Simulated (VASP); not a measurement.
Consider the following.

```
Al32O47
1.0
    9.17585    -4.80660     0.00041
    9.17585     4.80660     0.00041
    6.65764     0.00000     7.93570
Al O
32 47
Direct
  0.42605   0.42333   0.42272
  0.17600   0.17600   0.17600
  0.07400   0.07400   0.07400
  0.32400   0.32400   0.32400
  0.42600   0.42600   0.92600
  0.17600   0.17600   0.67600
  0.07400   0.07400   0.57400
  0.32517   0.31774   0.82638
  0.42600   0.92600   0.42600
  0.17600   0.67600   0.17600
  0.07400   0.57400   0.07400
  0.32400   0.82400   0.32400
  0.42600   0.92600   0.92600
  0.17289   0.67456   0.67656
  0.07262   0.57484   0.57449
  0.32400   0.82400   0.82400
  0.92600   0.42600   0.42600
  0.67600   0.17600   0.17600
  0.57400   0.07400   0.07400
  0.82400   0.32400   0.32400
  0.92600   0.42600   0.92600
  0.67600   0.17600   0.67600
  0.57400   0.07400   0.57400
  0.82400   0.32400   0.82400
  0.92600   0.92600   0.42600
  0.67600   0.67600   0.17600
  0.57400   0.57400   0.07400
  0.82400   0.82400   0.32400
  0.92600   0.92600   0.92600
  0.67600   0.67600   0.67600
  0.57400   0.57400   0.57400
  0.82400   0.82400   0.82400
  0.22200   0.02800   0.37500
  0.02800   0.37500   0.22200
  0.27800   0.47200   0.12500
  0.12500   0.27800   0.47200
  0.47200   0.12500   0.27800
  0.37500   0.22200   0.02800
  0.22200   0.02800   0.87500
  0.03229   0.36969   0.71765
  0.12795   0.27837   0.96640
  0.47322   0.12597   0.77688
  0.37217   0.22028   0.53353
  0.23065   0.52642   0.37224
  0.02800   0.87500   0.22200
  0.27800   0.97200   0.12500
  0.11917   0.78167   0.47168
  0.47490   0.62388   0.27191
  0.37500   0.72200   0.02800
  0.21818   0.53107   0.87337
  0.02800   0.87500   0.72200
  0.27800   0.97200   0.62500
  0.12500   0.77800   0.97200
  0.47200   0.62500   0.77800
  0.37224   0.72198   0.52988
  0.72200   0.02800   0.37500
  0.52800   0.37500   0.22200
  0.77800   0.47200   0.12500
  0.62881   0.27422   0.46570
  0.97200   0.12500   0.27800
  0.87500   0.22200   0.02800
  0.72200   0.02800   0.87500
  0.52468   0.38062   0.71746
  0.77800   0.47200   0.62500
  0.62500   0.27800   0.97200
  0.97200   0.12500   0.77800
  0.87500   0.22200   0.52800
  0.72200   0.52800   0.37500
  0.52800   0.87500   0.22200
  0.77800   0.97200   0.12500
  0.62500   0.77800   0.47200
  0.97200   0.62500   0.27800
  0.87500   0.72200   0.02800
  0.72200   0.52800   0.87500
  0.52800   0.87500   0.72200
  0.77800   0.97200   0.62500
  0.62500   0.77800   0.97200
  0.97200   0.62500   0.77800
  0.87500   0.72200   0.52800
```
Cell charge -2.

Calculation: PBE GGA, VASP's PBE PAW potentials (set 64) (plane waves; VASP 6.6.1). Settings: PREC = Normal, LREAL = Auto, ISYM = 0, NELECT = 380.0, EDIFF = 1E-5, 400 eV cut-off, 1×1×1 Γ-centred mesh, Gaussian smearing of 0.050 eV, potentials Al O. Starting moments (MAGMOM): 79*0.0253. The cell's moment is fixed (NUPDOWN = 2).

The cell is charged, with a uniform compensating background. The supercell is sampled at Γ alone, which is coarse: total energies, pressure and levels can be off, energies of defects by several tenths of an eV.

The ions are relaxed. What does this cell relax into?

```
Al32O47
1.0
    9.17585    -4.80660     0.00041
    9.17585     4.80660     0.00041
    6.65764     0.00000     7.93570
Al O
32 47
Direct
  0.41447   0.43161   0.43766
  0.17768   0.17642   0.17386
  0.07339   0.07418   0.07395
  0.32311   0.32675   0.32248
  0.42340   0.42701   0.92669
  0.17623   0.17552   0.67521
  0.07407   0.07135   0.57387
  0.31891   0.33405   0.81345
  0.42652   0.92618   0.42503
  0.17599   0.68004   0.16924
  0.06998   0.57389   0.07976
  0.32328   0.82250   0.32537
  0.42698   0.92649   0.92525
  0.18161   0.66201   0.68410
  0.08711   0.56876   0.56461
  0.32573   0.82390   0.82211
  0.92621   0.42427   0.42709
  0.67470   0.17698   0.17649
  0.57293   0.07523   0.07290
  0.82301   0.32317   0.32428
  0.92755   0.42656   0.92383
  0.67444   0.17671   0.67714
  0.57307   0.07570   0.57236
  0.82381   0.32331   0.82434
  0.92686   0.92333   0.42749
  0.67574   0.67661   0.17525
  0.57341   0.57173   0.07600
  0.82382   0.82401   0.32349
  0.92600   0.92609   0.92578
  0.67847   0.67577   0.67559
  0.57459   0.57365   0.57404
  0.82693   0.82286   0.82177
  0.22212   0.02722   0.37446
  0.02726   0.37335   0.22354
  0.27864   0.47127   0.12451
  0.12481   0.27582   0.47188
  0.47104   0.12545   0.27771
  0.37512   0.22191   0.02685
  0.22236   0.02888   0.87413
  0.03013   0.37344   0.72162
  0.12258   0.27668   0.97499
  0.47148   0.12602   0.77678
  0.37476   0.21752   0.52761
  0.21310   0.53069   0.36294
  0.02772   0.87583   0.22099
  0.27869   0.97086   0.12501
  0.12638   0.77701   0.47153
  0.47307   0.62724   0.27458
  0.37663   0.72260   0.02581
  0.21942   0.53647   0.88593
  0.02980   0.87206   0.72202
  0.27852   0.96969   0.62483
  0.12369   0.78313   0.97239
  0.47408   0.62523   0.77736
  0.37642   0.71960   0.52774
  0.72171   0.02812   0.37483
  0.52788   0.37461   0.22256
  0.77900   0.47112   0.12440
  0.62327   0.27887   0.47303
  0.97103   0.12341   0.27988
  0.87464   0.22130   0.02802
  0.72200   0.02804   0.87462
  0.53308   0.37485   0.72217
  0.78038   0.47152   0.62440
  0.62453   0.27876   0.97173
  0.97166   0.12458   0.77803
  0.87455   0.22045   0.52908
  0.72101   0.52760   0.37517
  0.52854   0.87530   0.22132
  0.77777   0.97210   0.12470
  0.62532   0.77834   0.47122
  0.96676   0.62646   0.27662
  0.87421   0.72207   0.02822
  0.72266   0.52778   0.87497
  0.52950   0.87540   0.72021
  0.77873   0.97124   0.62468
  0.62677   0.77855   0.96959
  0.97354   0.62316   0.77751
  0.87762   0.72037   0.52721
```
Cell charge -2. The cell ends with 2.00 μB, on the first 30 sites 0.10 0.01 0.01 0.01 0.01 0.01 0.01 0.10 0.01 0.01 0.01 0.01 0.01 0.05 0.05 0.01 0.01 0.01 0.01 0.01 0.01 0.01 0.01 0.01 0.01 0.01 0.01 0.01 0.01 0.01 μB.

How much energy does the relaxation gain?

The energy (σ→0) changes by -17.7 meV/atom, in 16 ionic steps.

The cell is a supercell with a defect, built from Al2O3 (corundum): vac_O, charge -2.
